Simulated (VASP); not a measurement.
**TiAl3: cell size against the level of theory**

Wanted: equilibrium cells of TiAl3 at many levels, with their cost. The levels: LDA, PBEsol, PBE, r2SCAN, PBE + D3(BJ), r2SCAN + rVV10, PBE + TS and revPBE + D3(BJ). LASPH is on for some levels and off for others; the table marks which. The start is a computed cell from the Materials Project.

Main program and level: VASP 6.6.1; LDA; plane waves and PAW (Ti_sv, Al), in the first sound run; inputs show where later runs differ.

This is a report of a sequence of runs, with most program output left out.

### 1. Starting point

Before any relaxation, the start is as follows. The structure is tetragonal, space group I4/mmm (No. 139). Conventional cell: a = 3.822 Å, b = 3.822 Å, c = 8.561 Å, α = 90.00°, β = 90.00°, γ = 90.00°. Ti has 12 Al at 2.70 to 2.87 Å nearest. Nearest to Al lie 4 Ti at 2.70 Å and 8 Al at 2.87 Å. Nearest to Al lie 8 Al at 2.70 to 2.87 Å and 4 Ti at 2.87 Å. Farther neighbours are not listed.

### 2. Relaxation with LDA

Properties are meant for the cell that this level of theory prefers, so cell and atoms are relaxed first (ISIF = 3) until forces and stress are small; EDIFFG sets the threshold. LDA, the lowest rung, knows the local density alone.

Contents of INCAR:

```
SYSTEM = TiAl3
PREC = Accurate
ENCUT = 520
EDIFF = 1E-06
NELM = 100
ISMEAR = -1
SIGMA = 0.05
LREAL = .FALSE.
ALGO = Normal
GGA = CA
NBANDS = 16
LORBIT = 11
LWAVE = .FALSE.
LCHARG = .FALSE.
KPAR = 4
IBRION = 2
NSW = 60
ISIF = 3
EDIFFG = -0.01
```

Contents of POSCAR:

```
TiAl3
1.0
   -1.9111067713      1.9111067713      4.2806687947
    1.9111067713     -1.9111067713      4.2806687947
    1.9111067713      1.9111067713     -4.2806687947
Ti Al
1 3
Direct
    0.0000000000      0.0000000000      0.0000000000
    0.5000000000      0.5000000000      0.0000000000
    0.7500000000      0.2500000000      0.5000000000
    0.2500000000      0.7500000000      0.5000000000
```

Contents of KPOINTS:

```
Automatic mesh
0
Gamma
8 8 8
0 0 0
```

The projector-augmented-wave data sets are Ti_sv and Al (PBE family, release 64).

Started as:

```console
$ mpirun -np 4 vasp_std
```

The job ended after 99 s (4 MPI ranks of AMD EPYC 7R43, shared host; peak memory 0.83 GiB; 6.5 min of CPU time).

This run has no spin polarisation. Its electron count is odd, so without a moment it is a metal by construction. The PAW data sets were made with PBE, though LDA sets exist; this is a small mismatch. The run keeps the 16 symmetry operations of its start, so it cannot find a distortion of lower symmetry.

Step by step:

```
step  energy less that of the first step (eV)  largest force (eV/Å)  pressure (GPa)  volume (Å³)
   1                                   0.0000                0.0000           -3.07        62.54
   2                                  -0.0099                0.0000            2.00        59.86
   3                                  -0.0160                0.0000           -0.02        60.88
```

```
conventional cell, symmetrised  before  after  change
                         a (Å)   3.822  3.787  -0.9 %
                         b (Å)   3.822  3.787  -0.9 %
                         c (Å)   8.561  8.492  -0.8 %
              volume (Å³/atom)   15.63  15.22  -2.7 %
```

Final coordinates:

```cif
data_structure
_symmetry_space_group_name_H-M 'P 1'
_symmetry_Int_Tables_number 1
_cell_length_a 5.0196
_cell_length_b 5.0196
_cell_length_c 5.0196
_cell_angle_alpha 135.681
_cell_angle_beta 135.681
_cell_angle_gamma 64.474
_cell_volume 60.88
loop_
_atom_site_label
_atom_site_type_symbol
_atom_site_fract_x
_atom_site_fract_y
_atom_site_fract_z
_atom_site_occupancy
Ti1 Ti 0.00000 0.00000 0.00000 1
Al2 Al 0.50000 0.50000 0.00000 1
Al3 Al 0.75000 0.25000 0.50000 1
Al4 Al 0.25000 0.75000 0.50000 1
```

This step gave:

```
electrons                       : 21
bands                           : 16
irreducible k-points            : 59
symmetry operations             : 16
free energy (TOTEN)             : -22.80 eV
energy at zero smearing         : -22.79 eV
Fermi energy                    : 8.402 eV
pressure                        : -0.02136 GPa
metallic                        : yes
SCF cycles over all ionic steps : 31
```

It ends with forces that vanish by symmetry and a pressure of -0.02 GPa. The conventional cell has a = 3.787 and c = 8.492 Å.

### 3. Relaxation with PBEsol

This step: PBEsol; plane waves and PAW (Ti_sv, Al) (VASP 6.6.1).

PBEsol restores the gradient expansion of exchange and is tuned for the cells of solids.

Edit INCAR of step 2 so:

```diff
@@ -9,3 +9,3 @@
 ALGO = Normal
-GGA = CA
+GGA = PS
 NBANDS = 16
```

POSCAR is that of step 2.

KPOINTS is that of step 2.

Started as:

```console
$ mpirun -np 4 vasp_std
```

The job ended after 1.8 min (4 MPI ranks; peak memory 0.98 GiB; 7.1 min of CPU time).

The PAW data sets were made with PBE, which is usual practice but a small mismatch for other functionals.

The steps of the relaxation:

```
step  energy less that of the first step (eV)  largest force (eV/Å)  pressure (GPa)  volume (Å³)
   1                                   0.0000                0.0000           -0.57        62.54
   2                                   0.0002                0.0000            0.51        62.03
   3                                  -0.0003                0.0000           -0.03        62.33
```

```
conventional cell, symmetrised  before  after  change
                         a (Å)   3.822  3.818  -0.1 %
                         b (Å)   3.822  3.818  -0.1 %
                         c (Å)   8.561  8.551  -0.1 %
              volume (Å³/atom)   15.63  15.58  -0.3 %
```

The relaxed structure:

```xyz
4
Lattice="-1.9090 1.9090 4.2756 1.9090 -1.9090 4.2756 1.9090 1.9090 -4.2756" Properties=species:S:1:pos:R:3 pbc="T T T"
Ti    0.0000    0.0000    0.0000
Al    0.0000    0.0000    4.2756
Al    0.0000    1.9090    2.1378
Al    1.9090    0.0000    2.1378
```

This step gave:

| Quantity | Value |
| --- | --- |
| free energy (TOTEN) | -22.24 eV |
| energy at zero smearing | -22.23 eV |
| Fermi energy | 8.323 eV |
| pressure | -0.02593 GPa |
| SCF cycles over all ionic steps | 29 |

It ends at 15.58 Å³/atom, -0.3 % from the start, with -0.03 GPa left. The conventional cell has a = 3.818 and c = 8.551 Å.

### 4. Relaxation with PBE

This step: PBE; plane waves and PAW (Ti_sv, Al) (VASP 6.6.1).

PBE, the usual starting point, adds the gradient of the density.

Edit INCAR of step 3 so:

```diff
@@ -9,3 +9,3 @@
 ALGO = Normal
-GGA = PS
+GGA = PE
 NBANDS = 16
```

POSCAR is that of step 3.

KPOINTS is that of step 3.

Started as:

```console
$ mpirun -np 4 vasp_std
```

Elapsed: 98 s, on 4 MPI ranks; peak memory 1 GiB; 6.4 min of CPU time.

Step by step:

```
step  energy less that of the first step (eV)  largest force (eV/Å)  pressure (GPa)  volume (Å³)
   1                                   0.0000                0.0000            1.93        62.54
   2                                  -0.0060                0.0000           -0.86        64.25
   3                                  -0.0075                0.0000           -0.04        63.75
```

```
conventional cell, symmetrised  before  after  change
                         a (Å)   3.822  3.847  +0.7 %
                         b (Å)   3.822  3.847  +0.7 %
                         c (Å)   8.561  8.614  +0.6 %
              volume (Å³/atom)   15.63  15.94  +1.9 %
```

Final coordinates:

```xyz
4
Lattice="-1.9236 1.9236 4.3071 1.9236 -1.9236 4.3071 1.9236 1.9236 -4.3071" Properties=species:S:1:pos:R:3 pbc="T T T"
Ti    0.0000    0.0000    0.0000
Al    0.0000    0.0000    4.3071
Al    0.0000    1.9236    2.1536
Al    1.9236    0.0000    2.1536
```

It ends at 15.94 Å³/atom, +1.9 % from the start, with -0.04 GPa left. The conventional cell has a = 3.847 and c = 8.614 Å.

### 5. Relaxation with r2SCAN

This step: r2SCAN; plane waves and PAW (Ti_sv, Al) (VASP 6.6.1).

r2SCAN adds the kinetic-energy density, costs more than a GGA and is run with LASPH.

Edit INCAR of step 4 so:

```diff
@@ -9,3 +9,4 @@
 ALGO = Normal
-GGA = PE
+METAGGA = R2SCAN
+LASPH = .TRUE.
 NBANDS = 16
```

POSCAR is that of step 4.

KPOINTS is that of step 4.

Started as:

```console
$ mpirun -np 4 vasp_std
```

The job ended after 3.6 min (4 MPI ranks; peak memory 1 GiB).

Little changed from the start: no atom moved by 0.005 Å and no cell edge by 0.1 %.

It ends at 15.64 Å³/atom, under 0.05 % from the start, with -0.02 GPa left. The conventional cell has a = 3.823 and c = 8.556 Å.

### 6. Relaxation with PBE + D3(BJ)

This step: PBE with D3(BJ); plane waves and PAW (Ti_sv, Al) (VASP 6.6.1).

A dispersion term adds the long-range attraction that semilocal functionals lack. D3 with Becke-Johnson damping keeps a finite attraction at short range.

Edit INCAR of step 5 so:

```diff
@@ -9,4 +9,4 @@
 ALGO = Normal
-METAGGA = R2SCAN
-LASPH = .TRUE.
+GGA = PE
+IVDW = 12
 NBANDS = 16
```

POSCAR is that of step 5.

KPOINTS is that of step 5.

Started as:

```console
$ mpirun -np 4 vasp_std
```

It took 2 min on 4 MPI ranks; peak memory 1 GiB.

Dispersion corrections of this kind ignore metallic screening and tend to overbind metals.

It ends at 15.28 Å³/atom, -2.3 % from the start, with 0.04 GPa left. The conventional cell has a = 3.794 and c = 8.494 Å. Against plain PBE, the dispersion term moves a by -1.4 % and c by -1.4 %.

### 7. Relaxation with r2SCAN + rVV10

This step: r2SCAN with rVV10; plane waves and PAW (Ti_sv, Al) (VASP 6.6.1).

LUSE_VDW switches on a nonlocal correlation term for dispersion.

Edit INCAR of step 6 so:

```diff
@@ -9,4 +9,8 @@
 ALGO = Normal
-GGA = PE
-IVDW = 12
+METAGGA = R2SCAN
+LUSE_VDW = .TRUE.
+IVDW_NL = 2
+BPARAM = 11.95
+CPARAM = 0.0093
+LASPH = .TRUE.
 NBANDS = 16
```

POSCAR is that of step 6.

KPOINTS is that of step 6.

Started as:

```console
$ mpirun -np 4 vasp_std
```

Elapsed: 10 min, on 4 MPI ranks; peak memory 1.9 GiB; 41 min of CPU time.

It ends at 15.57 Å³/atom, -0.4 % from the start, with 0.03 GPa left. The conventional cell has a = 3.818 and c = 8.546 Å. Against plain r2SCAN, the dispersion term moves a by -0.2 % and c by -0.1 %.

### 8. Relaxation with PBE + TS

This step: PBE with TS; plane waves and PAW (Ti_sv, Al) (VASP 6.6.1).

The Tkatchenko-Scheffler scheme scales free-atom polarisabilities by Hirshfeld volumes.

Edit INCAR of step 7 so:

```diff
@@ -9,8 +9,4 @@
 ALGO = Normal
-METAGGA = R2SCAN
-LUSE_VDW = .TRUE.
-IVDW_NL = 2
-BPARAM = 11.95
-CPARAM = 0.0093
-LASPH = .TRUE.
+GGA = PE
+IVDW = 20
 NBANDS = 16
```

POSCAR is that of step 7.

KPOINTS is that of step 7.

Started as:

```console
$ mpirun -np 4 vasp_std
```

Elapsed: 3.5 min, on 4 MPI ranks; peak memory 1 GiB.

It ends at 14.74 Å³/atom, -5.7 % from the start, with -0.07 GPa left. The conventional cell has a = 3.750 and c = 8.389 Å. Against plain PBE, the dispersion term moves a by -2.5 % and c by -2.6 %.

### 9. Relaxation with revPBE + D3(BJ)

This step: revPBE with D3(BJ); plane waves and PAW (Ti_sv, Al) (VASP 6.6.1).

revPBE by itself binds more weakly than PBE and expands cells; dispersion terms fitted to it are the larger for that.

Edit INCAR of step 8 so:

```diff
@@ -9,4 +9,4 @@
 ALGO = Normal
-GGA = PE
-IVDW = 20
+GGA = RE
+IVDW = 12
 NBANDS = 16
```

POSCAR is that of step 8.

KPOINTS is that of step 8.

Started as:

```console
$ mpirun -np 4 vasp_std
```

The job ended after 2.6 min (4 MPI ranks; peak memory 1 GiB).

It ends at 14.95 Å³/atom, -4.4 % from the start, with 0.05 GPa left. The conventional cell has a = 3.769 and c = 8.418 Å.

### 10. The cells as a table

This step: relaxed cells at several levels; plane waves and PAW (VASP 6.6.1).

Derived from the runs above.

Lengths are those of the conventional cell; cost is the wall time of each run, as given at its step, times its ranks, without the set-up around it; LASPH differs between rows, which moves results and costs too. Results by level, by row:

```
          level  volume (Å³/atom)  change from the start (%)  a (Å)  c (Å)  cost (core minutes)  LASPH
            LDA             15.22                       -2.7  3.787  8.492                  6.6    off
         PBEsol             15.58                       -0.3  3.818  8.551                  7.2    off
            PBE             15.94                        1.9  3.847  8.614                 6.53    off
         r2SCAN             15.64                          0  3.823  8.556                 14.3     on
   PBE + D3(BJ)             15.28                       -2.3  3.794  8.494                 8.07    off
 r2SCAN + rVV10             15.57                       -0.4  3.818  8.546                 40.8     on
       PBE + TS             14.74                       -5.7   3.75  8.389                 14.1    off
revPBE + D3(BJ)             14.95                       -4.4  3.769  8.418                 10.5    off
```

### 11. What came out

```
volume, LDA             : 15.22 Å³/atom
volume, PBEsol          : 15.58 Å³/atom
volume, PBE             : 15.94 Å³/atom
volume, r2SCAN          : 15.64 Å³/atom
volume, PBE + D3(BJ)    : 15.28 Å³/atom
volume, r2SCAN + rVV10  : 15.57 Å³/atom
volume, PBE + TS        : 14.74 Å³/atom
volume, revPBE + D3(BJ) : 14.95 Å³/atom
```

In words: For TiAl3 the levels give volumes between 14.74 Å³/atom (PBE + TS) and 15.94 Å³/atom (PBE), a spread of 8.1 %, while the cost of the finished runs spans a factor of 6.2. The costs hold the number of ionic steps as well as the price of the functional. Adding D3(BJ) to PBE changes the volume by -4.1 % (a by -1.4 % and c by -1.4 %). Adding rVV10 to r2SCAN changes the volume by -0.4 % (a by -0.2 % and c by -0.1 %). Adding TS to PBE changes the volume by -7.5 % (a by -2.5 % and c by -2.6 %). Pairwise corrections of the D and TS kind ignore the screening in a metal, so they may overbind here. Within 0.02 Å all end in space group I4/mmm; the runs can't lower the symmetry of the start. LASPH is on for some levels and off for others, so differences between them are not the functional's alone. Each is a single relaxation on the plane waves of the start cell, so larger changes of volume carry a basis-set error that was not tested here. Zero-point and thermal expansion are not included.

[Lines on the potential files, build, host, timing and source positions are cut from VASP's logs without a mark.]

[Logs are printed without paths, hosts, clocks, repeated set-up lines and the standing remarks that a program may print on its own settings, such as how far it seeks lower states.]

[Hosts, paths, dates, database ids (printed as entryN), source tags and the programs' standing remarks are cut or masked in the printed files.]

[A measured line is paired with the nearest computed mode of its activity, which favours agreement.]
